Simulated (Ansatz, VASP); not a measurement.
**Cross-check of CuF2 (CuF2 monolayer) between VASP and Ansatz**

Wanted: the spread between two codes on one cell, functional and k mesh. The cell is taken from a series of runs on this material, whose earlier steps may have relaxed, scaled, displaced or heated it; both programs get it as it stands.

Calculated with Ansatz 0.2.0; plane waves, with VASP 6.6.1 beside it; single point at LDA, DFT+U.

## Step 1: Set-up

The cell holds 3 atoms: 1 Cu and 2 F. Cell: a = 3.733 Å, b = 3.733 Å, c = 15.000 Å, α = 90.0°, β = 90.0°, γ = 90.0°. It derives from CuF2. One layer cut from the bulk crystal, unrelaxed. Vacuum lies along c.

## Step 2: Ansatz: single point, LDA, DFT+U, pair 1

Ansatz runs on its default PAW (the set named soft_2) files.

A single point gives forces, pressure and levels at one fixed geometry, so differences don't come from the geometry; what else differs is listed under the comparison.

Contents of input.yaml:

```yaml
crystal:
  lattice:
    - [3.732798, 0.0, 0.0]
    - [0.0, 3.732798, 0.0]
    - [0.0, 0.0, 15.0]
  atoms:
    - { symbol: Cu, position: [0.0, 0.0, 0.5], spin: 1.0 }
    - { symbol: F, position: [0.5, 0.0, 0.5] }
    - { symbol: F, position: [0.0, 0.5, 0.5] }
magnetization:
  spin_polarized: true
kpoints:
  mp_grid: { grid: [7, 7, 1] }
hamiltonian:
  xc: lda
  hubbard:
    sites: [{ species: Cu, l: d, u_eff: 4.8 }]
    projectors: ortho-atomic
scf:
  occupations: { method: fermi_dirac, width: 0.05 }
output:
  eigenvalues: true
```

On the command line:

```bash
> ansatz run input.yaml --threads 4 --pin off --max-ram 8192MiB --backend cpu --events-out ev --progress --plain --runs-dir out
```

Numbers of over 12 decimals in the logs are rounded to 6 here.

The log of the run:

```text
Engine: ansatz 0.2.0, aarch64-unknown-linux-gnu
Pseudopotentials: kind: paw
Pseudopotential: Cu, paw, valence charge 19, recommended cutoff 420 eV (normal), Cu.paw.azcp
Pseudopotential: F, paw, valence charge 7, recommended cutoff 420 eV (normal), F.paw.azcp
Functional definition: SPW92
  exchange = slater_x
  correlation = pw_c
Crystal: 3 atoms, lattice volume = 209.007 Å³
Basis set: ecut = 420 eV, 4051 PW (Γ)
Bands: 21, of which v1, the nominal top of the filled ones, is band 17 counted from 1 (16 counted from 0)
Symmetry: 16 space group operations
Space group: P4/mmm (ITA 123), of the structure as read, at distance tolerance 5.9e-5 Å
Magnetic group: BNS 123.339 (UNI 999), of the structure as read, at distance tolerance 5.9e-5 Å
k-points: 10 of 49
Non-local potential: Cu, projectors of the file, l = 0: 3, l = 1: 2, l = 2: 3, l = 3: 1
Non-local potential: F, projectors of the file, l = 0: 2, l = 1: 2, l = 2: 1
PAW form: soft (Blöchl's): semilocal exchange-correlation on the pseudo side does not see the compensation charge
PAW frozen core: Cu, regenerated for the run's functional, and the local potential with it (the file was generated under x = pbe(κ = 0.804, μ = 0.219515), c = pbe(β = 0.066725))
PAW frozen core: F, regenerated for the run's functional, and the local potential with it (the file was generated under x = pbe(κ = 0.804, μ = 0.219515), c = pbe(β = 0.066725))
PAW one-centre angular grid: Cu, 590 points (default); XC on 64 Gauss nodes
PAW one-centre angular grid: F, 110 points (default); XC on 64 Gauss nodes
Initial density: superposition of atomic densities (neutral atoms: chi_scale 0, normalization atom)
Starting moments: Σ|m| = 1 μB on 1 of 3 sites
Initial wavefunctions: pseudopotential atomic-orbital guess
Functional: x = slater, c = lda
SCF iter   1: F=—  HF=-8142.561361 eV  |F-HF|=—  |Δ(HF+E_count)|=         —  Δρ=4.84e-2 (↑4.84e-2 ↓3.33e-2)  dr2=1.04e1  dr2_m=3.44e-1  M=0.617 μB ∫|m|=0.672 μB  β_m=0.30  ethr=3.10e-3  ⟨swp⟩=5.8  Hψ=2046  notcnv=0
preconditioner: auto → Resta (q_TF=auto, 2.006 Å⁻¹)  ε∞=1.9  [insulator: Δε(μ)=0.116 eV  Ē_g=13.811 eV  σ=0.050 eV  W_gap=0.51  n_scr=28 (ndim 8)  ℏωp=12.8 eV  f_vac=0.769  D(μ)=1.28/eV (n_scr^D=4)  ε∞_Penn≈1.9  vacuum switching on, ρ_ref=1.4e-2 e/Å³]
spin=Collinear: Resta preconditioning applied to the charge; magnetization (m = ρ↑ − ρ↓) channel mixes plain (no charge-response kernel on spin).
SCF iter   2: F=—  HF=-8140.515108 eV  |F-HF|=—  |Δ(HF+E_count)|=    2.05e0  Δρ=2.13e-2 (↑1.50e-2 ↓2.13e-2)  dr2=4.72e-1  dr2_m=3.94e-1  M=0.507 μB ∫|m|=0.522 μB  β_m=0.30  ethr=3.10e-3  ⟨swp⟩=3.4  Hψ=1162  notcnv=0  defer=1
SCF iter   3: F=—  HF=-8140.366409 eV  |F-HF|=—  |Δ(HF+E_count)|=   1.49e-1  Δρ=1.31e-2 (↑1.31e-2 ↓1.09e-2)  dr2=3.22e-1  dr2_m=1.59e-1  M=0.536 μB ∫|m|=0.552 μB  β_m=0.30  ethr=1.43e-3  ⟨swp⟩=2.1  Hψ=826  notcnv=0  defer=2
SCF iter   4: F=—  HF=-8140.283735 eV  |F-HF|=—  |Δ(HF+E_count)|=   8.27e-2  Δρ=9.67e-3 (↑6.77e-3 ↓9.67e-3)  dr2=4.45e-2  dr2_m=1.07e-1  M=0.515 μB ∫|m|=0.529 μB  β_m=0.30  ethr=9.75e-4  ⟨swp⟩=2.5  Hψ=866  notcnv=0  defer=2
SCF iter   5: F=—  HF=-8140.301022 eV  |F-HF|=—  |Δ(HF+E_count)|=   1.73e-2  Δρ=4.69e-3 (↑4.69e-3 ↓4.11e-3)  dr2=5.44e-3  dr2_m=3.56e-2  M=0.551 μB ∫|m|=0.564 μB  β_m=1.00  ethr=1.35e-4  ⟨swp⟩=2.0  Hψ=786  notcnv=0  defer=2
SCF iter   6: F=—  HF=-8140.315140 eV  |F-HF|=—  |Δ(HF+E_count)|=   1.41e-2  Δρ=1.05e-3 (↑1.05e-3 ↓6.93e-4)  dr2=6.23e-4  dr2_m=1.22e-3  M=0.578 μB ∫|m|=0.594 μB  β_m=1.00  ethr=1.65e-5  ⟨swp⟩=2.0  Hψ=806  notcnv=0  defer=2
SCF iter   7: F=—  HF=-8140.328586 eV  |F-HF|=—  |Δ(HF+E_count)|=   1.34e-2  Δρ=1.47e-3 (↑1.47e-3 ↓1.39e-3)  dr2=3.34e-4  dr2_m=3.74e-3  M=0.626 μB ∫|m|=0.642 μB  β_m=1.00  ethr=1.89e-6  ⟨swp⟩=2.0  Hψ=834  notcnv=0  defer=2
SCF iter   8: F=—  HF=-8140.340345 eV  |F-HF|=—  |Δ(HF+E_count)|=   1.18e-2  Δρ=2.71e-3 (↑1.79e-3 ↓2.71e-3)  dr2=3.28e-3  dr2_m=8.92e-3  M=0.699 μB ∫|m|=0.716 μB  β_m=1.00  ethr=1.01e-6  ⟨swp⟩=2.0  Hψ=741  notcnv=0  defer=2
SCF iter   9: F=—  HF=-8140.355266 eV  |F-HF|=—  |Δ(HF+E_count)|=   1.49e-2  Δρ=3.68e-3 (↑1.86e-3 ↓3.68e-3)  dr2=1.50e-2  dr2_m=1.10e-2  M=0.776 μB ∫|m|=0.795 μB  β_m=1.00  ethr=1.01e-6  ⟨swp⟩=2.1  Hψ=723  notcnv=0  defer=2
SCF iter  10: F=—  HF=-8140.373505 eV  |F-HF|=—  |Δ(HF+E_count)|=   1.82e-2  Δρ=3.77e-3 (↑1.77e-3 ↓3.77e-3)  dr2=3.52e-2  dr2_m=4.27e-3  M=0.815 μB ∫|m|=0.837 μB  β_m=1.00  ethr=1.01e-6  ⟨swp⟩=2.0  Hψ=740  notcnv=0  defer=2
[...]
spin-set hold released at iteration 12 (site moments contracting): the magnetisation degrees of freedom join the quasi-Newton model from the next iteration; the mixer history was flushed
[...]
SCF iter  22: F=—  HF=-8140.412132 eV  |F-HF|=—  |Δ(HF+E_count)|=   2.47e-4  Δρ=3.00e-4 (↑1.95e-4 ↓3.00e-4)  dr2=6.45e-5  dr2_m=9.74e-5  M=0.956 μB ∫|m|=0.990 μB  β_m=0.87  ethr=5.84e-7  ⟨swp⟩=2.1  Hψ=678  notcnv=0  defer=3
SCF iter  23: F=—  HF=-8140.412068 eV  |F-HF|=—  |Δ(HF+E_count)|=   6.35e-5  Δρ=2.18e-4 (↑1.55e-4 ↓2.18e-4)  dr2=2.64e-5  dr2_m=5.92e-5  M=0.956 μB ∫|m|=0.991 μB  β_m=0.92  ethr=1.95e-7  ⟨swp⟩=1.1  Hψ=441  notcnv=0  defer=3
iter 24 did not close the SCF: its close was put off for the exchange–correlation potential of the local minority spin (scf_convergence_deferred on its scf_iter line)
SCF iter  24: F=-8140.412102 eV  HF=-8140.412102 eV  |F-HF|=7.71e-8  |Δ(HF+E_count)|=   3.40e-5  Δρ=5.36e-6 (↑2.53e-6 ↓5.36e-6)  dr2=8.62e-8  dr2_m=4.13e-9  M=0.959 μB ∫|m|=0.994 μB  β_m=0.96  ethr=3.03e-10  ⟨swp⟩=4.5  Hψ=2095  notcnv=0
iter 25 met the thresholds in force, and the SCF goes on: an eigenvalue changes by 15.33 meV, over its tolerance of 1.00 meV (output.eigenvalues, Limitations)
SCF iter  25: F=-8140.412102 eV  HF=-8140.412102 eV  |F-HF|=2.33e-8  |Δ(HF+E_count)|=   1.28e-8  Δρ=2.48e-6 (↑2.48e-6 ↓1.81e-6)  dr2=1.76e-8  dr2_m=1.41e-9  M=0.959 μB ∫|m|=0.994 μB  β_m=0.76  ethr=2.61e-10  ⟨swp⟩=1.2  Hψ=1126  notcnv=0
iter 26 met the thresholds in force, and the SCF goes on: an eigenvalue changes by 1.77 meV, over its tolerance of 1.00 meV (output.eigenvalues, Limitations)
SCF iter  26: F=-8140.412102 eV  HF=-8140.412102 eV  |F-HF|=1.58e-10  |Δ(HF+E_count)|=   4.19e-9  Δρ=4.84e-7 (↑4.84e-7 ↓4.39e-7)  dr2=2.81e-11  dr2_m=3.98e-10  M=0.959 μB ∫|m|=0.994 μB  β_m=1.00  ethr=5.32e-11  ⟨swp⟩=1.1  Hψ=1162  notcnv=0
Mixer restart at iter 26: flushing history
SCF iter  27: F=-8140.412102 eV  HF=-8140.412102 eV  |F-HF|=6.82e-11  |Δ(HF+E_count)|=  2.27e-10  Δρ=2.92e-7 (↑2.03e-7 ↓2.92e-7)  dr2=1.13e-10  dr2_m=8.28e-11  M=0.959 μB ∫|m|=0.994 μB  ethr=1.00e-12  ⟨swp⟩=1.1  Hψ=1046  notcnv=0
SCF 1 converged in 27 iterations: F = -8140.412102 eV  dr2 = 1.13e-10
  greatest PAW one-centre occupation: 1.000 electrons in one spin orbital (limit 2), on the Cu atom at site 0 (counted from 0), in its partial waves of l = 0
SCF converged after 27 iterations
an eigenvalue changed by more than its tolerance at an iteration that met the thresholds in force, so the SCF went on 2 times, its first undamped step at iteration 26: the last check found none over its tolerance
Magnetization: 0.9586 μB (16.9793 up, 16.0207 down)
Absolute magnetization: 0.9797 μB (∫|ρ↑−ρ↓|, with the PAW one-centre terms)
Spin contamination: 0.0024 ħ² per cell (⟨S²⟩ above its minimum at these occupations)
Per-site moments (μB) at R_I (Å): [(0.736481, 0.769890), (0.093911, 0.769890), (0.093911, 0.769890)]
Free energy (F): -8140.412102 eV
Harris-Foulkes:  -8140.412102 eV  (|F-HF|=6.82e-11)
Internal energy: -8140.408964 eV  (E = F + TS)
E sigma→0 (E₀):  -8140.410533 eV
Entropy (-TS):   -0.003138 eV (-1.046 meV/atom)
Fermi energy:    -4.913061 eV
--- Per-component energies (eV) ---
  E_band       = -964.686174
  E_kinetic    = 702.774251
  E_local      = -20882.515069  (includes V_loc(G=0)·N_el)
  E_nonlocal   = 543.877447
  E_hartree    = 9790.150789
  E_xc         = -240.941325
  E_vxc        = -312.062600  (∫ρ·V_xc dr)
  E_hubbard    = 0.664418  (on-site DFT+U / exact-exchange correction)
  E_vhub       = -20.773307  (the Hubbard potential's part of the band-sum identity)
  E_paw        = -1963.491845  (= ΣΔE_a)
  E_vpaw       = -576.292364  (= ΣTr[D̂ρ^β])
  E_aug_tail   = 0.004067  (compensation charges beyond the density's cutoff)
  E_ewald      = 3908.392141
  E_core_change = 0.676164  (= ΣΔE_core)
  E_smearing   = -0.003138  (= −TS)
  E_closure    = 0.000000  (closes the sum)
  Σ components = -8140.412102   (vs F -8140.412102, Δ=0.00e0)
--- Band table (eV; the first three rows and the last of 20) ---
  k-point 0 ↑: bands = [... 13 lower, -8.3329, -7.1889, -6.9791, -6.9791, -0.8333, 1.2754, 2.0263, 3.4165]
  k-point 1 ↑: bands = [... 13 lower, -8.1264, -7.1061, -7.0427, -6.8977, -0.4676, 1.4300, 2.2538, 3.5870]
  k-point 2 ↑: bands = [... 13 lower, -7.8710, -7.1566, -6.8678, -6.7202, 0.4821, 1.8665, 2.9262, 4.0640]
  k-point 9 ↓: bands = [... 13 lower, -6.4060, -6.3576, -6.1660, -2.2633, 2.7659, 3.5467, 5.4046, 5.6333]
Occupation matrices written to <dir>
```

The column dr2 measures how far the density is from self-consistency, as an energy; F and HF (Harris–Foulkes) agree once it is small.

(Part 1 of 3 ends here.)

[Lines on the potential files, build, host, timing and source positions are cut from VASP's logs without a mark.]

[Logs are printed without paths, hosts, clocks, repeated set-up lines and the standing remarks that a program may print on its own settings, such as how far it seeks lower states.]

[Hosts, paths, dates, database ids (printed as entryN), source tags and the programs' standing remarks are cut or masked in the printed files.]
